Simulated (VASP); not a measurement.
Output of a VASP run:

OUTCAR:
```
 ion  position               nearest neighbor table
   1  0.223  0.111  0.250-  48 1.98  44 1.98  37 1.99  36 1.99   2 3.23   9 3.24   4 3.24  14 3.24
                            12 3.24  13 3.24  10 3.24  32 3.25  17 3.25  16 3.25   5 3.25  24 3.26
   2  0.111  0.222  0.001-  41 1.97  38 1.98  61 1.98  37 2.00   5 3.22   7 3.23   1 3.23  24 3.24
                            18 3.24  25 3.24  33 3.24  14 3.24  10 3.25   6 3.25   3 3.25  26 3.25
   3  0.222  0.112  0.749-  50 1.98  46 1.99  38 1.99  39 1.99  12 3.23  16 3.24   7 3.24  14 3.24
                            26 3.24  10 3.24  19 3.24   2 3.25  34 3.25  15 3.25   4 3.26  11 3.26
   4  0.112  0.226  0.498-  59 1.97  39 1.99  36 1.99   8 3.18   5 3.20  24 3.23   1 3.24  27 3.24
                            26 3.25   3 3.26  71 3.26  35 3.27   7 3.27  16 3.27  12 3.28
   5  0.219  0.443  0.250-  40 1.97  37 1.97  52 1.97   4 3.20   8 3.20   2 3.22   6 3.22  18 3.22
                            28 3.24  24 3.24   1 3.25   9 3.25  71 3.27  20 3.28  17 3.29
   6  0.111  0.555  0.001-  41 1.97  45 1.98  65 1.98  40 2.00   5 3.22   7 3.23   9 3.23  28 3.23
                            18 3.24  25 3.24  29 3.24  21 3.24  10 3.25   2 3.25  11 3.25  30 3.25
   7  0.224  0.445  0.753-  54 1.95  41 1.99  42 1.99  39 1.99  22 3.21  19 3.22  18 3.22   2 3.23
                             6 3.23   3 3.24  11 3.24  30 3.26  26 3.26   8 3.26   4 3.27  71 3.28
   8  0.111  0.552  0.498-  63 1.97  42 1.99  43 1.99   4 3.18   5 3.20  28 3.23   9 3.24  27 3.24
                            30 3.25  11 3.26  71 3.26   7 3.26  31 3.26  23 3.27  12 3.28
   9  0.222  0.778  0.251-  56 1.98  44 1.98  43 1.99  40 1.99   6 3.23   1 3.24   8 3.24  12 3.24
                            13 3.24  21 3.24  10 3.24  32 3.24  23 3.24  20 3.25   5 3.25  28 3.26
  10  0.111  0.889  1.000-  45 1.99  38 1.99  69 1.99  44 1.99   1 3.24  21 3.24  14 3.24  11 3.24
                            34 3.24   3 3.24   9 3.24  29 3.24  32 3.24  33 3.24   6 3.25   2 3.25
  11  0.222  0.777  0.749-  58 1.98  46 1.99  45 1.99  42 1.99  12 3.23  23 3.24  21 3.24   7 3.24
                            10 3.24  30 3.24  22 3.25  15 3.25  34 3.25   6 3.25   8 3.26   3 3.26
  12  0.110  0.889  0.501-  46 1.98  67 1.98  36 2.00  43 2.00  34 3.23  11 3.23   3 3.23  32 3.24
                             9 3.24   1 3.24  35 3.25  31 3.25  16 3.26  23 3.26   4 3.28   8 3.28
  13  0.555  0.111  0.250-  47 1.98  60 1.99  56 1.99  48 1.99  20 3.23  17 3.23  27 3.23  23 3.23
                            16 3.23  24 3.24  28 3.24   9 3.24   1 3.24  21 3.24  14 3.24  25 3.25
  14  0.444  0.222  1.000-  48 1.98  53 1.98  49 1.99  38 1.99  15 3.23  19 3.24   1 3.24   3 3.24
                            10 3.24  13 3.24  17 3.24  21 3.24   2 3.24  18 3.25  25 3.25  29 3.25
  15  0.556  0.111  0.750-  49 1.98  62 1.98  50 1.98  58 1.98  14 3.23  21 3.23  25 3.23  23 3.23
                            16 3.23  27 3.24  26 3.24  30 3.24  11 3.25   3 3.25  22 3.27  19 3.27
  16  0.446  0.223  0.500-  51 1.95  47 1.98  50 1.99  36 2.00  17 3.22  31 3.22  27 3.23  15 3.23
                            13 3.23   3 3.24  19 3.24  71 3.24   1 3.25  23 3.25  12 3.26   4 3.27
  17  0.557  0.443  0.251-  51 1.95  64 1.98  48 1.99  52 2.00  28 3.21  31 3.22  16 3.22  71 3.23
                            13 3.23  18 3.24  14 3.24  29 3.24   1 3.25  32 3.25  20 3.28   5 3.29
  18  0.443  0.555  0.002-  41 1.98  57 1.99  53 1.99  52 2.01   7 3.22   5 3.22  22 3.24   2 3.24
                            19 3.24   6 3.24  20 3.24  17 3.24  14 3.25  21 3.25  29 3.25  33 3.26
  19  0.554  0.446  0.751-  54 1.96  66 1.99  53 1.99  50 2.00  22 3.21   7 3.22  71 3.23  29 3.24
                            14 3.24  18 3.24  16 3.24  34 3.24   3 3.24  31 3.25  30 3.26  15 3.27
  20  0.557  0.780  0.251-  55 1.95  68 1.98  56 1.99  52 2.00  24 3.22  35 3.22  23 3.22  71 3.22
                            13 3.23  18 3.24  33 3.24  21 3.24  32 3.25   9 3.25  17 3.28   5 3.28
  21  0.444  0.889  1.000-  56 1.98  57 1.98  49 1.99  45 1.99  15 3.23  22 3.24  11 3.24  10 3.24
                             9 3.24  13 3.24  14 3.24   6 3.24  20 3.24  18 3.25  25 3.25  33 3.25
  22  0.554  0.775  0.751-  54 1.96  70 1.99  57 1.99  58 2.00  19 3.21   7 3.21  71 3.23  33 3.23
                            21 3.24  18 3.24  23 3.24  34 3.24  11 3.25  35 3.25  26 3.26  15 3.27
  23  0.446  0.889  0.500-  55 1.95  47 1.98  58 1.99  43 2.00  35 3.22  20 3.22  27 3.23  15 3.23
                            13 3.23  11 3.24  22 3.24  71 3.24   9 3.24  16 3.25  12 3.26   8 3.27
  24  0.887  0.110  0.250-  68 1.98  59 1.98  60 1.98  37 1.99  20 3.22  35 3.22   4 3.23  27 3.23
                            33 3.24   2 3.24  13 3.24   5 3.24  25 3.24  32 3.24  28 3.25   1 3.26
  25  0.778  0.222  1.000-  60 1.98  49 1.98  61 1.99  65 1.99  15 3.23  28 3.24  24 3.24  30 3.24
                            26 3.24   6 3.24   2 3.24  13 3.25  33 3.25  29 3.25  14 3.25  21 3.25
  26  0.889  0.111  0.749-  70 1.98  62 1.98  61 1.99  39 2.00  35 3.23  27 3.23  33 3.24  25 3.24
                             3 3.24  15 3.24  34 3.24  30 3.25   4 3.25   2 3.25   7 3.26  22 3.26
  27  0.777  0.222  0.500-  47 1.98  63 1.98  59 1.98  62 1.98  16 3.23  23 3.23  13 3.23  28 3.23
                            26 3.23  24 3.23  30 3.23  15 3.24  35 3.24  31 3.24   8 3.24   4 3.24
  28  0.887  0.444  0.250-  64 1.98  63 1.98  60 1.98  40 1.99  17 3.21  31 3.22   8 3.23  27 3.23
                             6 3.23  29 3.24   5 3.24  25 3.24  13 3.24  32 3.24  24 3.25   9 3.26
  29  0.778  0.556  1.000-  64 1.98  53 1.98  69 1.98  65 1.99  19 3.24  34 3.24  28 3.24  30 3.24
                            32 3.24   6 3.24  17 3.24  10 3.24  33 3.24  25 3.25  14 3.25  18 3.25
  30  0.889  0.444  0.749-  66 1.98  62 1.98  65 1.99  42 1.99  31 3.23  27 3.23  25 3.24  29 3.24
                            11 3.24  15 3.24  26 3.25  34 3.25   8 3.25   6 3.25   7 3.26  19 3.26
  31  0.777  0.554  0.500-  51 1.96  66 1.99  67 1.99  63 2.00  17 3.22  71 3.22  16 3.22  28 3.22
                            30 3.23  32 3.24  27 3.24  34 3.24  19 3.25  12 3.25  35 3.26   8 3.26
  32  0.889  0.778  0.250-  67 1.98  68 1.99  64 1.99  44 1.99  12 3.24  35 3.24  31 3.24  29 3.24
                            24 3.24  33 3.24  28 3.24   9 3.24  10 3.24  20 3.25   1 3.25  17 3.25
  33  0.778  0.889  1.000-  68 1.98  57 1.98  69 1.98  61 1.99  22 3.23  24 3.24  34 3.24  26 3.24
                             2 3.24  32 3.24  20 3.24  29 3.24  10 3.24  25 3.25  21 3.25  18 3.26
  34  0.888  0.777  0.749-  69 1.98  70 1.98  66 1.98  46 1.99  12 3.23  33 3.24  29 3.24  31 3.24
                            35 3.24  22 3.24  10 3.24  19 3.24  26 3.24  30 3.25  11 3.25   3 3.25
  35  0.777  0.889  0.500-  55 1.96  70 1.99  67 1.99  59 2.00  71 3.21  20 3.22  23 3.22  24 3.22
                            26 3.23  32 3.24  27 3.24  34 3.24  22 3.25  12 3.25  31 3.26   4 3.27
  36  0.222  0.113  0.438-   4 1.99   1 1.99  16 2.00  12 2.00
  37  0.110  0.222  0.190-   5 1.97  24 1.99   1 1.99   2 2.00
  38  0.221  0.111  0.938-   2 1.98  10 1.99   3 1.99  14 1.99
  39  0.112  0.224  0.686-   4 1.99   3 1.99   7 1.99  26 2.00
  40  0.111  0.555  0.190-   5 1.97  28 1.99   9 1.99   6 2.00
  41  0.221  0.444  0.941-   2 1.97   6 1.97  18 1.98   7 1.99
  42  0.112  0.554  0.686-   8 1.99   7 1.99  11 1.99  30 1.99
  43  0.222  0.776  0.439-   9 1.99   8 1.99  23 2.00  12 2.00
  44  0.111  0.889  0.188-   1 1.98   9 1.98  10 1.99  32 1.99
...
```

### OSZICAR
```
       N       E                     dE             d eps       ncg     rms          rms(c)
DAV:   1    -0.423087022708E+03   -0.42309E+03   -0.36086E-06   624   0.469E-03    0.266E-03
RMM:   2    -0.423087022499E+03    0.20937E-06   -0.98763E-07   466   0.203E-03    0.201E-03
RMM:   3    -0.423087022510E+03   -0.10916E-07   -0.18014E-07   386   0.924E-04    0.623E-04
RMM:   4    -0.423087022503E+03    0.71213E-08   -0.40210E-08   200   0.524E-04
   1 F= -.42308702E+03 E0= -.42307972E+03  d E =-.146097E-01  mag=     3.0000
```

File OUTCAR:
```
------------------------ aborting loop because EDIFF is reached ----------------------------------------
  FORCE on cell =-STRESS in cart. coord.  units (eV):
  Direction    XX          YY          ZZ          XY          YZ          ZX
  --------------------------------------------------------------------------------------
  Total      -12.5874270    -12.9650059    -15.2082363     -0.6281120      0.1594014     -0.2113169
  in kB      -23.2695512    -23.9675566    -28.1144695     -1.1611495      0.2946749     -0.3906477
  external PRESSURE =     -25.1171924 kB  Pullay stress =       0.0000000 kB
  volume of cell :      866.68
      direct lattice vectors                 reciprocal lattice vectors
     4.868317892 -8.432173817  0.000000000     0.102704879 -0.059296690  0.000000000
     4.868317892  8.432173817  0.000000000     0.102704879  0.059296690  0.000000000
     0.000000000  0.000000000 10.556283981     0.000000000  0.000000000  0.094730305
 POSITION                                       TOTAL-FORCE (eV/Angst)
 -----------------------------------------------------------------------------------
      1.62169     -0.94379      2.64103        -0.003843      0.004335      0.008121
      1.62069      0.93705      0.01206         0.002992      0.003723     -0.001709
      1.62362     -0.93029      7.90861         0.000869     -0.006422      0.000984
      1.64079      0.96130      5.25783        -0.005797      0.001843      0.008975
      3.22415      1.88381      2.63428         0.004663     -0.002222      0.010763
      3.24319      3.74825      0.01357         0.003767     -0.006088      0.002613
      3.25577      1.86764      7.94830         0.001196      0.005427     -0.009992
      3.23122      3.71827      5.26060        -0.004221      0.010259     -0.003101
      4.87094      4.68730      2.64503        -0.008354     -0.005130     -0.022453
      4.86885      6.55714     10.55143        -0.011071      0.011776      0.021948
      4.86323      4.68074      7.90872        -0.004989      0.000154      0.005466
      4.86365      6.56080      5.28398         0.004771     -0.006481     -0.010748
      3.24165     -3.74929      2.64266        -0.004845      0.007143     -0.009574
      3.24141     -1.87404     10.55259         0.004381      0.012736     -0.023818
      3.24523     -3.74924      7.92083        -0.004676      0.004808     -0.000161
      3.25916     -1.88040      5.28246        -0.000737     -0.010495      0.008977
      4.86729     -0.96158      2.65043         0.005702     -0.001165     -0.003288
      4.85930      0.94010      0.02339         0.014337     -0.005414     -0.023248
      4.86829     -0.91519      7.92482        -0.005155     -0.015451      0.003617
      6.50725      1.88208      2.64936         0.011374      0.007091      0.008963
      6.48676      3.74981     10.55281        -0.003364     -0.007006     -0.007166
      6.47049      1.86094      7.92570         0.016293      0.012316     -0.001026
      6.50225      3.73685      5.28335         0.010416      0.011706      0.001762
      4.85394     -6.55557      2.64118        -0.003789      0.005587     -0.004924
      4.86988     -4.68628     10.55289         0.008283     -0.005400      0.005466
      4.86662     -6.55857      7.90885         0.004146      0.005714     -0.001721
      4.86124     -4.68148      5.27639        -0.000362      0.005891     -0.002950
      6.48006     -3.74067      2.64173        -0.006183      0.001557     -0.005022
      6.49312     -1.87498     10.55256         0.004048     -0.003975     -0.000019
      6.48957     -3.74776      7.90965        -0.005142     -0.007727      0.004965
      6.48153     -1.87907      5.27511         0.013491     -0.010730      0.013386
      8.11325     -0.93771      2.64312        -0.013301     -0.002992     -0.009849
      8.11518      0.93507     10.55229        -0.002121     -0.001635     -0.005862
      8.10962     -0.93468      7.91100         0.002217     -0.005306      0.001590
      8.11239      0.94667      5.27416         0.011799     -0.012682      0.011421
      1.63267     -0.92358      4.62825         0.000962      0.011197      0.001083
      1.61787      0.93957      2.00815        -0.003860      0.002890     -0.001604
      1.61834     -0.92660      9.89776         0.006761      0.005052      0.004249
      1.63578      0.94710      7.24459         0.001820     -0.001342      0.005039
      3.23949      3.74710      2.01006        -0.001833      0.005995     -0.009371
      3.23558      1.87911      9.93545         0.003305     -0.007532      0.005321
      3.24309      3.73090      7.24653        -0.003148     -0.000976      0.000529
      4.85895      4.66777      4.63112         0.003486     -0.006245     -0.000481
      4.86881      6.55666      1.98286        -0.007663     -0.001055      0.009680
      4.85582      4.68230      9.89818        -0.006116     -0.009436     -0.001247
      4.86855      6.55837      7.26412         0.002920     -0.003683     -0.003285
      3.24199     -3.74722      4.62408        -0.019394      0.007822     -0.006395
      3.23552     -1.87786      1.97351        -0.002870      0.002156      0.013442
      3.24596     -3.74977      9.90019        -0.012259      0.007617     -0.002352
      3.24463     -1.87491      7.26930         0.008974      0.014054     -0.006425
      4.86183     -1.00371      4.60220        -0.006717     -0.001955      0.004302
      4.85015      0.94292      2.03439         0.001407      0.007142      0.009915
      4.86712     -0.93282      9.91836        -0.005547      0.003743      0.005196
      4.85125      0.94468      7.31437         0.005977      0.006502     -0.002168
      6.54454      1.91148      4.60104        -0.004942     -0.000749      0.009574
      6.48510      3.75448      1.97475         0.001218      0.002390      0.003168
...
```
(Selected blocks of OUTCAR.)

### POSCAR
```
Ga35MgN35
1
    4.8683178924    -8.4321738171     0.0000000000
    4.8683178924     8.4321738171     0.0000000000
    0.0000000000     0.0000000000    10.5562839808
Ga N Mg
35 35 1
Direct
  0.2225187983   0.1105919757   0.2501852016
  0.1108884834   0.2220166683   0.0011426115
  0.2219162505   0.1115905223   0.7491850346
  0.1115156661   0.2255195649   0.4980756902
  0.2194319493   0.4428392909   0.2495465082
  0.1108331322   0.5553504807   0.0012858825
  0.2236388662   0.4451284326   0.7529453388
  0.1113806155   0.5523430712   0.4983377974
  0.2223281602   0.7782104034   0.2505648705
  0.1112375123   0.8888713868   0.9995404433
  0.2219252565   0.7770297226   0.7491959232
  0.1104866558   0.8885545272   0.5005525982
  0.5552536127   0.1106122581   0.2503395621
  0.4440331535   0.2217846985   0.9996497297
  0.5556181650   0.1109828796   0.7503423799
  0.4462334023   0.2232303900   0.5004092859
  0.5569129829   0.4428757442   0.2510757439
  0.4433287430   0.5548184233   0.0022159432
  0.5542645476   0.4457295874   0.7507208847
  0.5567252105   0.7799274766   0.2509751109
  0.4438711213   0.8885734088   0.9996708025
  0.5542033206   0.7748981083   0.7508038044
  0.4462303486   0.8893962601   0.5004930031
  0.8872470452   0.1098001888   0.2501995630
  0.7780415053   0.2222800552   0.9996783300
  0.8887273915   0.1109247244   0.7492074251
  0.7768690303   0.2216770345   0.4998336957
  0.8873436587   0.4437245122   0.2502522897
  0.7780553567   0.5556955616   0.9996476547
  0.8887403993   0.4442805861   0.7492839571
  0.7771073285   0.5542622308   0.4997132498
  0.8888737866   0.7776671731   0.2503840127
  0.7780224174   0.8889153306   0.9996213032
  0.8883216889   0.7774743381   0.7494110466
  0.7770475111   0.8893163043   0.4996225009
  0.2224483002   0.1129178786   0.4384354717
  0.1104497631   0.2218766561   0.1902324431
  0.2211556487   0.1112664334   0.9376182084
  0.1118430320   0.2241626625   0.6862819940
  0.1105206312   0.5549015865   0.1904135545
  0.2208849797   0.4437349202   0.9411885933
  0.1118510414   0.5543114041   0.6864657705
  0.2222549138   0.7758217231   0.4387076956
  0.1112620677   0.8888388778   0.1878370932
  0.2210716899   0.7763610416   0.9376576142
  0.1111345081   0.8889135955   0.6881326593
  0.5551662316   0.1107709492   0.4380406463
  0.4436548447   0.2209529950   0.1869510194
  0.5557248016   0.1110269337   0.9378480148
  0.4444151667   0.2220631460   0.6886225415
  0.5588500731   0.4398165629   0.4359673463
  0.4422223667   0.5540466785   0.1927187623
  0.5551894877   0.4445634689   0.9395696367
  0.4422304022   0.5542627623   0.6928929073
  0.5588119465   0.7855010356   0.4358578834
  0.4434230377   0.8886794485   0.1870688140
  0.5550526554   0.7769432612   0.9396478863
  0.4443980750   0.8886670348   0.6886523491
  0.8905000224   0.1133053467   0.4380184482
  0.7773109597   0.2218350555   0.1876052817
  0.8895925186   0.1114106147   0.9375399320
  0.7775190669   0.2220282871   0.6878221644
  0.8904725735   0.4436446903   0.4380878556
  0.7782541281   0.5558254550   0.1872138339
  0.8896244408   0.4447570808   0.9376142501
  0.7773013987   0.5549906958   0.6882511102
  0.8887677796   0.7776390759   0.4382689539
  0.7780529037   0.8886464364   0.1871459476
  0.8888288320   0.7777463927   0.9372196909
  0.7772114580   0.8887906290   0.6881762164
  0.4485331794   0.5575388631   0.4993032311
```

Task: Write an INCAR and KPOINTS that could have produced this output.

Result: This is not unique; one that fits is the input of the run itself, PBE GGA, plane waves, VASP's PBE PAW potentials (set 64).

**INCAR**
```
SYSTEM  =  Ga35MgN35
PREC  =  Normal; ENCUT  =  400; LREAL  =  Auto
LASPH  =  .True.; ISYM  =  0; NELECT  =  281.0
EDIFF  =  1E-6; NELM  =  100; NELMIN  =  4
ALGO  =  Fast; LMAXMIX  =  4
ISMEAR  =  0; SIGMA  =  0.05
GGA  =  PE
ISPIN  =  2; MAGMOM  =  71*0.0423; NUPDOWN  =  3
LWAVE  =  .True.; LCHARG  =  .False.; LORBIT  =  11
LHYPERFINE  =  .True.
```

KPOINTS:
```
Regular mesh
0
G
  1 1 1
0 0 0
```

POTCAR, in this order: Ga N Mg (PBE.64 set). Program: vasp_gam. Read from the step before: WAVECAR.

At this cut-off the stress carries a Pulay error, which pulls relaxed volumes low. The cell is charged, with a uniform compensating background.  The supercell is sampled at Γ alone, which is coarse: total energies, pressure and levels can be off, energies of defects by several tenths of an eV.

The cell is a supercell with a defect, built from GaN (wurtzite): Mg_Ga-vac_N, charge +1.
